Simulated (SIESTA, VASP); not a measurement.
An input for SIESTA (LDA PW92, numerical atomic orbitals DZP, PseudoDojo LDA standard norm-conserving potentials (rewritten from UPF to PSML)):

```
# files in the folder: Ga.psml Tc.psml (PseudoDojo LDA standard)
SystemName  Ga3Tc
SystemLabel ga3tc

NumberOfAtoms                4
NumberOfSpecies              2
%block ChemicalSpeciesLabel
  1 31 Ga
  2 43 Tc
%endblock ChemicalSpeciesLabel
LatticeConstant              1.0 Ang
%block LatticeVectors
    -1.895645000    1.895645000    4.045750000
     1.895645000   -1.895645000    4.045750000
     1.895645000    1.895645000   -4.045750000
%endblock LatticeVectors
AtomicCoordinatesFormat      ScaledCartesian
%block AtomicCoordinatesAndAtomicSpecies
    -0.061962948    1.929203603    1.978561900  1
     1.900156635    0.037366954    2.055200542  1
     0.019244588   -0.046272694    4.021022376  1
     0.038208621   -0.024650968    0.036711135  2
%endblock AtomicCoordinatesAndAtomicSpecies

XC.functional                LDA
XC.authors                   PW92
PAO.BasisSize                DZP
PAO.EnergyShift              0.005 Ry
MeshCutoff                   300 Ry
%block kgrid.MonkhorstPack
    9   0   0  0.0
    0   9   0  0.0
    0   0   9  0.0
%endblock kgrid.MonkhorstPack
OccupationFunction           MP
OccupationMPOrder            0
ElectronicTemperature        0.1 eV

MaxSCFIterations             150
SCF.Mixer.Method             Broyden
SCF.Mixer.Weight             0.2
SCF.Mixer.History            6
SCF.DM.Tolerance             1.0E-04
Diag.ParallelOverK           true
WriteForces                  true
```

### Question
Translate it to VASP.

### Answer
One set of files that does it:

### POSCAR
```
Ga3Tc
1
   -1.8956450000     1.8956450000     4.0457500000
    1.8956450000    -1.8956450000     4.0457500000
    1.8956450000     1.8956450000    -4.0457500000
Ga Tc
3 1
Direct
  0.7533750000   0.2281800000   0.4925080000
  0.2638510000   0.7551850000   0.5110460000
  0.4847390000   0.5020200000  -0.0071290000
 -0.0019650000   0.0146150000   0.0035760000
```

### INCAR
```
SYSTEM = Ga3Tc
PREC = Accurate; ENCUT = 300; LREAL = .FALSE.
LASPH = .TRUE.
EDIFF = 1E-6; NELM = 100; ALGO = Normal
LMAXMIX = 4
ISMEAR = 0; SIGMA = 0.1
ISIF = 2
LWAVE = .FALSE.; LCHARG = .FALSE.
```

**KPOINTS**
```
Automatic mesh
0
Gamma
9 9 9
0 0 0
```

POTCAR, in this order: Ga_d Tc_pv (LDA.64 set). Program: vasp_std.

The two runs describe the same crystal, functional and task. Each code takes its own potentials, basis and convergence tests.

VASP's LDA is the Perdew-Zunger fit; the other code's may be Perdew-Wang, which differs slightly.

The structure comes from a computed database's Ga3Tc entry; how it stands against other phases isn't given here. The cell was not relaxed at this level, atoms are displaced from their ideal sites, and it may have been scaled.
